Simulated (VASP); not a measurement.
# TaSb2 with PBEsol: from relaxation to properties

How well does PBEsol reproduce what experiment finds for TaSb2? The cell is relaxed first, and properties follow on it. The steps: full relaxation (PBEsol), second relaxation, density, ELF and potential (PBEsol), band structure (PBEsol), density of states (PBEsol), band structure (PBEsol + SOC) and zone-centre phonons (PBEsol). The start is a computed cell from the Materials Project.

Calculated with VASP 6.6.1; PBEsol; plane waves and PAW (Ta_pv, Sb), in the first sound run; inputs show where later runs differ.

**What experiment says.**

For TaSb2, monoclinic (iodine vapour transport grown), “Topological phase transition induced extreme magnetoresistance in TaSb2” (2016, arxiv:1603.01717) gives, by powder XRD: lattice constant a (a, C-centred monoclinic cell) 10.225 ± 0.001 Å; lattice constant b (b, C-centred monoclinic cell) 3.646 ± 0.001 Å; lattice constant c (c, C-centred monoclinic cell) 8.295 ± 0.001 Å.

Most raw output is cut from this account.

## 1. Starting point

Before any relaxation, the start is as follows. It takes space group C2/m (No. 12, monoclinic). Conventional cell: a = 10.275 Å, b = 3.698 Å, c = 8.358 Å, α = 90.00°, β = 120.53°, γ = 90.00°. Nearest to Ta lie 8 Sb at 2.86 to 2.99 Å and 1 Ta at 3.11 Å. Nearest to Sb lie 3 Sb at 2.79 to 3.06 Å and 3 Ta at 2.86 to 2.91 Å. Nearest to Sb lie 5 Ta at 2.92 to 2.99 Å. Farther neighbours are not listed.

## 2. Full relaxation (PBEsol)

Properties are meant for the cell that this level of theory prefers, so cell and atoms are relaxed first (ISIF = 3) until forces and stress are small; EDIFFG sets the threshold. PBEsol restores the gradient expansion of exchange and is tuned for the cells of solids.

Contents of INCAR:

```
SYSTEM = TaSb2
PREC = Accurate
ENCUT = 400
EDIFF = 1E-06
NELM = 100
ISMEAR = 0
SIGMA = 0.05
LREAL = .FALSE.
ALGO = Normal
GGA = PS
NBANDS = 27
LASPH = .TRUE.
LORBIT = 11
LWAVE = .FALSE.
LCHARG = .FALSE.
KPAR = 4
IBRION = 2
NSW = 60
ISIF = 3
EDIFFG = -0.01
```

Contents of POSCAR:

```
TaSb2
1.0
    5.1376696421     -1.8488785780      0.0000000000
    5.1376696421      1.8488785780      0.0000000000
   -4.2456934306      0.0000000000      7.1993285779
Ta Sb
2 4
Direct
    0.8488568800      0.8488568800      0.8110099800
    0.1511431200      0.1511431200      0.1889900200
    0.1482842300      0.1482842300      0.5352999600
    0.8517157800      0.8517157800      0.4647000400
    0.4046172200      0.4046172200      0.1103114100
    0.5953827800      0.5953827800      0.8896885900
```

Contents of KPOINTS:

```
Automatic mesh
0
Gamma
8 8 4
0 0 0
```

The projector-augmented-wave data sets are Ta_pv and Sb (PBE family, release 64).

Launch:

```
mpirun -np 4 vasp_std
```

Run time: 4.4 min. Hardware: 4 MPI ranks of AMD EPYC 9R45, shared host; peak memory 1.5 GiB.

The PAW data sets were made with PBE, which is usual practice but a small mismatch for other functionals. The run keeps the 4 symmetry operations of its start, so it cannot find a distortion of lower symmetry.

Step by step:

| step | energy less that of the first step (eV) | largest force (eV/Å) | pressure (GPa) | volume (Å³) |
| --- | --- | --- | --- | --- |
| 1 | 0.0000 | 0.1065 | -2.90 | 136.77 |
| 2 | 0.0281 | 0.4523 | 4.65 | 128.77 |
| 3 | -0.0340 | 0.2217 | 0.08 | 133.28 |
| 4 | -0.0400 | 0.1317 | 0.02 | 133.10 |
| 5 | -0.0415 | 0.0629 | -0.03 | 132.95 |
| 6 | -0.0423 | 0.0250 | 0.03 | 132.84 |
| 7 | -0.0423 | 0.0237 | 0.03 | 132.84 |
| 8 | -0.0425 | 0.0160 | -0.03 | 132.91 |
| 9 | -0.0425 | 0.0189 | -0.06 | 132.94 |
| 10 | -0.0425 | 0.0184 | -0.06 | 132.93 |
| 11 | -0.0425 | 0.0065 | 0.07 | 132.79 |
| 12 | -0.0425 | 0.0097 | 0.03 | 132.84 |

| cell as run | before | after | change |
| --- | --- | --- | --- |
| a (Å) | 5.460 | 5.431 | -0.5 % |
| b (Å) | 5.460 | 5.431 | -0.5 % |
| c (Å) | 8.358 | 8.283 | -0.9 % |
| γ (°) | 39.58 | 39.12 | -1.2 % |
| volume (Å³/atom) | 22.80 | 22.14 | -2.9 % |

The atoms that moved most (Å, as changes of fractional coordinates times the final cell):

| atom | dx | dy | dz | length |
| --- | --- | --- | --- | --- |
| Sb5 | -0.011 | 0.000 | 0.024 | 0.027 |
| Sb6 | 0.011 | 0.000 | -0.024 | 0.027 |
| Ta2 | -0.005 | 0.000 | -0.006 | 0.008 |
| Ta1 | 0.005 | 0.000 | 0.006 | 0.008 |
| Sb3 | 0.001 | 0.000 | -0.005 | 0.005 |
| Sb4 | -0.001 | 0.000 | 0.005 | 0.005 |

Final coordinates:

```
Ta Sb
1.0
     5.11716   -1.81836    0.00952
     5.11716    1.81836    0.00952
    -4.21542    0.00000    7.13029
Ta Sb
2 4
Direct
  0.84970 0.84970 0.81188
  0.15030 0.15030 0.18812
  0.14807 0.14807 0.53458
  0.85193 0.85193 0.46542
  0.40492 0.40492 0.11372
  0.59508 0.59508 0.88628
```

This step gave:

- electrons: 42
- bands: 27
- irreducible k-points: 78
- symmetry operations: 4
- free energy (TOTEN): -44.54 eV
- energy at zero smearing: -44.54 eV
- Fermi energy: 8.541 eV
- pressure: 0.03398 GPa
- metallic: yes
- SCF cycles over all ionic steps: 73

It ends with a largest force of 0.010 eV/Å and a pressure of 0.03 GPa.

## 3. Second relaxation

A relaxation keeps the plane waves of the cell it began with, so it is repeated from the new cell, on a basis made for it.

INCAR is that of step 2.

Contents of POSCAR:

```
TaSb2
1.0
    5.1171574945     -1.8183642879      0.0095185283
    5.1171574945      1.8183642879      0.0095185283
   -4.2154227015      0.0000000000      7.1302925838
Ta Sb
2 4
Direct
    0.8497042829      0.8497042829      0.8118814231
    0.1502957171      0.1502957171      0.1881185769
    0.1480743744      0.1480743744      0.5345757291
    0.8519256356      0.8519256356      0.4654242709
    0.4049162393      0.4049162393      0.1137224561
    0.5950837607      0.5950837607      0.8862775439
```

KPOINTS is that of step 2.

Launch:

```
mpirun -np 4 vasp_std
```

Elapsed: 51 s, on 4 MPI ranks; peak memory 1.4 GiB; 3.2 min of CPU time.

Little changed from the start: no atom moved by 0.005 Å and no cell edge by 0.1 %.

This step gave:

```
pressure                        : 0.02535 GPa
SCF cycles over all ionic steps : 13
```

It ends with a largest force of 0.009 eV/Å and a pressure of 0.03 GPa. The volume moved by under 0.01 %: the run met its threshold at the first step.

## 4. Density, ELF and potential (PBEsol)

A single point on the relaxed cell gives a clean self-consistent state, with density, ELF and potential written out.

Changes to INCAR since step 3:

```diff
@@ -14,7 +14,5 @@
 LWAVE = .FALSE.
-LCHARG = .FALSE.
-KPAR = 4
-IBRION = 2
-NSW = 60
-ISIF = 3
-EDIFFG = -0.01
+LCHARG = .TRUE.
+ISIF = 2
+LELF = .TRUE.
+LVHAR = .TRUE.
```

POSCAR is that of step 3.

KPOINTS is that of step 3.

Launch:

```
mpirun -np 4 vasp_std
```

The job ended after 57 s (4 MPI ranks; peak memory 0.78 GiB).

This step gave:

```yaml
scf_cycles: 13
bands: 28
pressure: 0.02521 GPa
```

Valence electrons inside each PAW sphere by angular momentum. Sphere charges, by row:

| atom | s (e) | p (e) | d (e) | tot (e) |
| --- | --- | --- | --- | --- |
| Ta1 | 0.282 | 6.135 | 2.405 | 8.821 |
| Ta2 | 0.282 | 6.135 | 2.405 | 8.821 |
| Sb3 | 1.143 | 1.299 | 0.062 | 2.504 |
| Sb4 | 1.143 | 1.299 | 0.062 | 2.504 |
| Sb5 | 1.128 | 1.304 | 0.056 | 2.489 |
| Sb6 | 1.128 | 1.304 | 0.056 | 2.489 |

Electrostatic potential energy in the ac plane of the conventional cell at fractional y = 0.000, with atoms of Ta and Sb within 0.2 Å of it. With pseudopotentials it is smooth inside the atoms' cores, unlike the true potential.

Ten even steps from '0' (-88 eV) to '9' (3 eV), each cell a mean:
```
99999999988899986313699998889
99999999999999961002699988888
99999999999999830003899877788
99999999999999620027998776788
99999999999999732479987767789
99999999999999877899987777899
99999999999999999999988778999
99998778999999999999998889999
99963236999999999999999998889
99620026999999999999999975568
98300038999999999999999621148
96200269999999999999997200058
97323699999999999999984000279
98778999999999999999984102699
99999999999999999999985457999
99998888999999999999998889999
99987778999998999999999999999
99877778999865689999999999999
98776778997311489999999999999
98777789973000489999999999999
98777899850002799999999999999
98888999841026999999999999999
99999999853468999866899999999
```
Columns run along a (10.2 Å; values clipped at the 3rd and 97th percentile), rows up along c (8.3 Å), edges of the conventional cell, whose origin can differ from the input's. Atoms in or near the plane, at fractional coordinates: Ta at (0.85, 0.81), Ta at (0.15, 0.19), Sb at (0.15, 0.53), Sb at (0.85, 0.47), Sb at (0.40, 0.11), Sb at (0.60, 0.89).

ELF in the ac plane of the conventional cell at fractional y = 0.000, with atoms of Ta and Sb within 0.2 Å of it. It is the smooth field of the valence electrons, not physical close to the nuclei.

Ten even steps from '0' (0.02) to '9' (0.86), each cell a mean:
```
44432124688853257788874211223
34431113677643577678974223443
23321012565445786579973332342
22210012344457887799843310231
21100023444468999999533201321
11001345544467899986224324322
10024788753345677643124444343
32358998742112332222222235775
54688888621000001123322479987
77887777410000000233334799998
89875676311110001223236888889
99877875222210001111246766789
88999874333210000001257766888
78999743343210000001368888876
57886422233211111112589998633
35654333223345543223688875211
23344343135788876434677631001
11331033269999987544443210001
12310133599988887544432000112
13311344899767875445431001233
23443336997667753467641001343
33332236887777533688752112344
43211235788875235788753222234
```
Columns run along a (10.2 Å), rows up along c (8.3 Å), edges of the conventional cell, whose origin can differ from the input's. Atoms in or near the plane, at fractional coordinates: Ta at (0.85, 0.81), Ta at (0.15, 0.19), Sb at (0.15, 0.53), Sb at (0.85, 0.47), Sb at (0.40, 0.11), Sb at (0.60, 0.89).

Valence density in the ac plane of the conventional cell at fractional y = 0.000, with atoms of Ta and Sb within 0.2 Å of it. It is the smooth field of the valence electrons, not physical close to the nuclei.

Ten steps, logarithmic in the rise over the least value, from '_' (-0.3 e/Å³) to '@' (4.2 e/Å³), each cell a mean:
```
++++++++++++++++++++++++++++++++++++++++++++++++++++**++++
++++++++======++++++++++++++++++++--==++**++++++**######**
++++++==========++++++++++++++++--__==++**++++##%%@@%%##**
++++============++++++++++++**++====++**++++**%%@@@@@@##++
++============++++++++++++++++++++++++++++**##@@@@@@%%**++
============++++++++++++++++++++++++++++++**%%@@@@%%##++++
========++++++++++++++++++++++++++++++++++**##%%##**++++++
++==++++++++**++++++==================++++++******++++++++
++++++++++++++++++++==================++++++++++++**++++++
++++++++====++++++++================++++++++++++******++++
++**++==__==++++++++================++++++++++++++++++++**
****++====++++++++++++================++++++++++--::++****
++**++++++**++++++++++==================++++++==..--++**++
++++++****++++++++++++==================++++++++==++++++++
++++++++++++++++++++++================++++++**++++++++++++
++++++++********++++++++++++++++++====++++++++++++++======
++++++**%%%%%%##++++++++++++++++++++++++++++++++++========
++++**%%@@@@%%##++++++++++++++++++++++++++++++============
++**%%@@@@@@%%**++++**++++++++++++++++++++++============++
++**%%@@@@%%##++++**++==::==++++++++++++++++==========++++
++**%%%%%%##++++++**==..--++++++++++++++++++========++++++
++********++++++++++++==++++++++++++++++++++++====++++++++
++++++++++++++++++++++++++++++++++++++++++++++++++++++++++
```
Columns run along a (10.2 Å), rows up along c (8.3 Å), edges of the conventional cell, whose origin can differ from the input's. Atoms in or near the plane, at fractional coordinates: Ta at (0.85, 0.81), Ta at (0.15, 0.19), Sb at (0.15, 0.53), Sb at (0.85, 0.47), Sb at (0.40, 0.11), Sb at (0.60, 0.89).

In this run the pressure is 0.03 GPa, small enough to go on.

## 5. Band structure (PBEsol)

Levels along the symmetry lines show where the bands peak and cross; KPOINTS_OPT computes them in the converged potential.

Contents of INCAR:

```
SYSTEM = TaSb2
PREC = Accurate
ENCUT = 400
EDIFF = 1E-06
NELM = 100
ISMEAR = 0
SIGMA = 0.05
LREAL = .FALSE.
ALGO = Normal
GGA = PS
NBANDS = 37
LASPH = .TRUE.
LORBIT = 11
LWAVE = .FALSE.
LCHARG = .FALSE.
KPAR = 4
```

POSCAR is that of step 4.

KPOINTS is that of step 4.

Contents of KPOINTS_OPT:

```
Line mode
16
Line-mode
Reciprocal
  0.50000000   0.50000000  -0.50000000 X
  0.00000000   0.00000000   0.00000000 GAMMA

  0.00000000   0.00000000   0.00000000 GAMMA
  0.00000000   0.00000000   0.50000000 Y

  0.50000000   0.50000000   0.00000000 L
  0.00000000   0.00000000   0.00000000 GAMMA

  0.00000000   0.00000000   0.00000000 GAMMA
  0.00000000  -0.50000000   0.00000000 Z

  0.50000000   0.00000000  -0.50000000 N
  0.00000000   0.00000000   0.00000000 GAMMA

  0.00000000   0.00000000   0.00000000 GAMMA
  0.00000000  -0.50000000   0.50000000 M

  0.50000000   0.00000000   0.00000000 R
  0.00000000   0.00000000   0.00000000 GAMMA
```

Launch:

```
mpirun -np 4 vasp_std
```

It took 1.8 min on 4 MPI ranks; peak memory 1.9 GiB; 7.1 min of CPU time.

Spin-orbit coupling is off here; with elements this heavy it splits and shifts levels by tenths of an eV or more.

Numbers from this step:

* bands: 37
* pressure: 0.02571 GPa

The electronic bands at the labelled points (eV, zero at the Fermi level; # counts the bands kept):

| point | #10 | #11 | #12 | #13 | #14 | #15 | #16 | #17 |
| --- | --- | --- | --- | --- | --- | --- | --- | --- |
| X | -1.08 | -0.53 | -0.51 | 0.09 | 0.41 | 1.01 | 1.62 | 1.70 |
| 0.47 of the way | -1.42 | -0.91 | -0.60 | -0.56 | 0.70 | 1.37 | 1.84 | 2.19 |
| Γ | -1.58 | -0.97 | -0.85 | -0.51 | 0.68 | 1.48 | 2.27 | 2.32 |
| 0.53 of the way | -1.52 | -1.11 | -0.76 | -0.72 | 0.80 | 1.64 | 1.73 | 2.22 |
| Y | -1.68 | -1.24 | -1.01 | -0.21 | 0.25 | 1.78 | 1.91 | 1.99 |
| jump to L | -0.90 | -0.77 | -0.30 | 0.15 | 0.54 | 0.64 | 1.58 | 2.18 |
| 0.47 of the way | -1.35 | -1.24 | -0.87 | -0.64 | 0.83 | 1.20 | 1.46 | 1.87 |
| Γ | -1.58 | -0.97 | -0.85 | -0.51 | 0.68 | 1.48 | 2.27 | 2.32 |
| 0.53 of the way | -2.10 | -1.60 | -1.31 | -0.90 | 0.88 | 1.28 | 1.70 | 2.28 |
| Z | -1.85 | -1.67 | -1.47 | -1.02 | 1.32 | 1.67 | 2.16 | 2.36 |
| jump to N | -2.24 | -1.73 | -1.34 | -0.63 | 0.40 | 1.23 | 1.44 | 2.27 |
| 0.47 of the way | -2.26 | -1.88 | -1.09 | -1.00 | 0.86 | 1.13 | 1.88 | 2.06 |
| Γ | -1.58 | -0.97 | -0.85 | -0.51 | 0.68 | 1.48 | 2.27 | 2.32 |
| 0.47 of the way | -2.16 | -1.85 | -1.07 | -0.90 | 0.89 | 1.16 | 1.88 | 2.10 |
| M | -2.24 | -1.73 | -1.34 | -0.63 | 0.40 | 1.23 | 1.44 | 2.27 |
| jump to R | -1.85 | -1.67 | -1.47 | -1.02 | 1.32 | 1.67 | 2.16 | 2.36 |
| 0.47 of the way | -2.10 | -1.60 | -1.31 | -0.90 | 0.88 | 1.28 | 1.70 | 2.28 |
| Γ | -1.58 | -0.97 | -0.85 | -0.51 | 0.68 | 1.48 | 2.27 | 2.32 |

Of the projections kept (Ta, Sb), the largest for each band there; the rest of the weight can lie on other orbitals:

| point | #10 | #11 | #12 | #13 | #14 | #15 | #16 | #17 |
| --- | --- | --- | --- | --- | --- | --- | --- | --- |
| X | Ta 0.62 | Ta 0.50 | Sb 0.52 | Ta 0.76 | Ta 0.84 | Sb 0.57 | Sb 0.66 | Ta 0.61 |
| Γ | Ta 0.87 | Ta 0.50 | Ta 0.52 | Ta 0.51 | Ta 0.94 | Ta 0.64 | Sb 0.85 | Ta 0.76 |
| Y | Ta 0.57 | Ta 0.63 | Sb 0.54 | Ta 0.56 | Ta 0.69 | Ta 0.68 | Ta 0.68 | Ta 0.79 |
| L | Sb 0.86 | Ta 0.77 | Ta 0.75 | Ta 0.71 | Ta 0.80 | Ta 0.94 | Sb 0.95 | Sb 0.67 |
| Γ | Ta 0.87 | Ta 0.50 | Ta 0.52 | Ta 0.51 | Ta 0.94 | Ta 0.64 | Sb 0.85 | Ta 0.76 |
| Z | Ta 0.66 | Ta 0.61 | Ta 0.60 | Ta 0.50 | Ta 0.71 | Sb 0.72 | Ta 0.83 | Ta 0.89 |

There is no gap at this level.

## 6. Density of states (PBEsol)

A density of states needs more k-points than a total energy; ISMEAR = -5 takes tetrahedra, and LORBIT projects the states on the PAW spheres. The mesh is finer than in the run before.

Changes to INCAR since step 5:

```diff
@@ -5,3 +5,3 @@
 NELM = 100
-ISMEAR = 0
+ISMEAR = -5
 SIGMA = 0.05
@@ -16 +16,2 @@
 KPAR = 4
+NEDOS = 2001
```

POSCAR is that of step 5.

Contents of KPOINTS:

```
Automatic mesh
0
Gamma
12 12 6
0 0 0
```

Launch:

```
mpirun -np 4 vasp_std
```

Run time: 2.6 min. Hardware: 4 MPI ranks; peak memory 2.8 GiB; 10 min of CPU time.

With tetrahedra the forces and stress of a metal are not exact derivatives of the energy.

This step gave:

| Item | Value |
| --- | --- |
| irreducible k-points | 242 |
| Fermi energy | 8.589 eV |
| pressure | 0.03077 GPa |
| DOS at the Fermi level | 0.7384 states/eV/cell |

The density of states has structure finer than the step of the table below, so its rows give means over 1 eV, whole bins alone (the curve runs from -12.0 to 2.97 eV). Peaks (eV: height): total -1.8: 7.33, 1.9: 6.10, 2.2: 5.47, 2.6: 7.02; Ta d 1.9: 2.81, 2.2: 2.64, 2.4: 2.42, 2.6: 3.58; Sb p -5.3: 1.04, -1.8: 1.44, 1.9: 0.592, 2.7: 0.689; Sb s -10.4: 1.32, -9.7: 1.56, -8.8: 1.61, 1.9: 0.401; Sb d 1.9: 0.162, 2.2: 0.138, 2.4: 0.140, 2.7: 0.188.

States under -12.0 eV and over 3.0 eV are left out. Density of states against energy, zero at the Fermi level; means over each step; values in states/eV/cell:

| energy (eV) | total | Ta d | Sb p | Sb s | Sb d | Ta p | Ta s |
| --- | --- | --- | --- | --- | --- | --- | --- |
| -11 | 1.63 | 0.0135 | 0.0374 | 0.775 | 0.00156 | 0.0228 | 0.0384 |
| -10 | 2.07 | 0.0465 | 0.0523 | 1.04 | 0.00300 | 0.0324 | 0.0256 |
| -9 | 2.50 | 0.0988 | 0.0694 | 1.31 | 0.00404 | 0.0246 | 0.0183 |
| -8 | 0.792 | 0.0315 | 0.0250 | 0.431 | 0.00223 | 0.00795 | 0.00677 |
| -7 | 0.00633 | 2.3e-4 | 9.8e-4 | 0.00115 | 9.5e-6 | 3.3e-5 | 5.0e-4 |
| -6 | 1.26 | 0.0710 | 0.302 | 0.0352 | 0.00403 | 0.0132 | 0.0993 |
| -5 | 2.95 | 0.235 | 0.750 | 0.124 | 0.0126 | 0.0445 | 0.120 |
| -4 | 3.00 | 0.333 | 0.751 | 0.130 | 0.0215 | 0.0558 | 0.0892 |
| -3 | 3.91 | 0.680 | 0.941 | 0.118 | 0.0394 | 0.0845 | 0.0692 |
| -2 | 6.06 | 1.68 | 1.27 | 0.0798 | 0.0736 | 0.137 | 0.0375 |
| -1 | 4.27 | 1.39 | 0.889 | 0.0396 | 0.0644 | 0.0714 | 0.0159 |
| 0 | 1.25 | 0.552 | 0.184 | 0.0265 | 0.0249 | 0.00789 | 0.00403 |
| 1 | 3.80 | 1.68 | 0.404 | 0.170 | 0.0992 | 0.0389 | 0.0402 |
| 2 | 4.64 | 2.12 | 0.446 | 0.289 | 0.126 | 0.0444 | 0.0854 |

The finer mesh and the other smearing move the Fermi level by +0.05 eV from the 8×8×4 run, a small shift, which tests the Fermi level alone. Of the states within 0.3 eV of the Fermi level, the largest shares in the PAW spheres are Ta d 45 % and Sb p 16 %. The rest lies in smaller channels or between the spheres.

[end of part 1 of 2]

[Lines on the potential files, build, host, timing and source positions are cut from VASP's logs without a mark.]

[Logs are printed without paths, hosts, clocks, repeated set-up lines and the standing remarks that a program may print on its own settings, such as how far it seeks lower states.]

[Hosts, paths, dates, database ids (printed as entryN), source tags and the programs' standing remarks are cut or masked in the printed files.]

[A measured line is paired with the nearest computed mode of its activity, which favours agreement.]
